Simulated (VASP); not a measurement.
An input for Quantum ESPRESSO's pw.x (written as the equivalent of a VASP run, and not itself run):

```
&CONTROL
  calculation = 'scf'
  pseudo_dir = './pseudo'
  outdir = './out'
  tprnfor = .true.
  tstress = .true.
/
&SYSTEM
  ibrav = 0
  nat = 7
  ntyp = 4
  ecutwfc = 84
  occupations = 'smearing'
  smearing = 'fermi-dirac'
  degauss = 0.00147
  input_dft = 'pbesol'
/
&ELECTRONS
  conv_thr = 7.3e-08
  electron_maxstep = 100
/
ATOMIC_SPECIES
  Ba 137.327 Ba.upf
  Zn 65.380 Zn.upf
  N 14.007 N.upf
  O 15.999 O.upf
CELL_PARAMETERS angstrom
     4.0908430    0.0000000    0.0000000
     0.0000000    4.0908430    0.0000000
     0.0000000    0.0000000    9.1608720
ATOMIC_POSITIONS crystal
  Ba   0.0030360  0.0133000  0.2151150
  Ba   0.0065220 -0.0138650  0.7805430
  Ba   0.5002970  0.5003320  0.5014530
  Zn   0.5017580  0.4824360 -0.0022560
  N    0.4944920  0.4927770  0.8043950
  N    0.5027230  0.5162050  0.1991180
  O   -0.0088280  0.0088160  0.5016320
K_POINTS automatic
  6 6 3 0 0 0
```

Task: Translate this input to VASP (INCAR, KPOINTS, POSCAR, choice of POTCAR).

Result: This is not unique; one that fits is 
### KPOINTS
```
kpoints
0
gamma
6 6 3
```

**INCAR**
```
! general
SYSTEM   =  Ba3ZnN2O
PREC     =  Accurate
ENCUT    =  400
LREAL    =  .FALSE.
LASPH    =  .TRUE.

! electronic loop
EDIFF    =  1E-6
NELM     =  100
ALGO     =  Normal
LMAXMIX  =  4

! smearing
ISMEAR   =  -1
SIGMA    =  0.02

! functional
GGA      =  PS

! ions
ISIF     =  2

! output
LWAVE    =  .FALSE.
LCHARG   =  .FALSE.
```

File POSCAR:
```
Ba3ZnN2O
9.1608720
  0.4465560702   0.0000000000   0.0000000000
  0.0000000000   0.4465560702   0.0000000000
  0.0000000000   0.0000000000   1.0000000000
Ba Zn N O
3 1 2 1
Direct
  0.0030360000   0.0133000000   0.2151150000
  0.0065220000  -0.0138650000   0.7805430000
  0.5002970000   0.5003320000   0.5014530000
  0.5017580000   0.4824360000  -0.0022560000
  0.4944920000   0.4927770000   0.8043950000
  0.5027230000   0.5162050000   0.1991180000
 -0.0088280000   0.0088160000   0.5016320000
```

POTCAR, in this order: Ba_sv Zn N O (PBE.64 set). Program: vasp_std.

Limits of the translation: the potentials are each code's own (VASP's PAW set, PseudoDojo norm-conserving files in pw.x), so ENCUT and ecutwfc are chosen apart and not converted; conv_thr bounds pw.x's estimated SCF error, while EDIFF bounds the energy change between steps.

The structure comes from a computed database's Ba3ZnN2O entry; how it stands against other phases isn't given here. The cell was not relaxed at this level, atoms are displaced from their ideal sites.
